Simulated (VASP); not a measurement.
Energy against volume of ZnSe (zinc blende). Computed with HSE06 screened hybrid, VASP's PBE PAW potentials (set 64) (plane waves; VASP). Run with 520 eV cut-off, 6×6×6 Γ-centred mesh, Gaussian smearing of 0.050 eV, potentials Zn Se.

```tsv
V (Å³/atom)	E (eV/atom)
22.218	-3.71573
22.927	-3.72346
23.636	-3.72221
24.345	-3.71333
```

Task: Fit these four points and predict the energy of the run at 21.509 Å³/atom.

Result: A cubic in V^(−2/3), the third-order Birch-Murnaghan form, passes through the four points with V0 = 23.17 Å³/atom and B0 = 63 GPa, and gives -3.6974 eV/atom there. The run gave -3.6974 eV/atom, -0.0 meV/atom from the fit; all five points give B0 = 63 GPa.

The compound is ZnSe in the zinc blende structure. It was relaxed first. The cell's shape comes from a PBE relaxation.
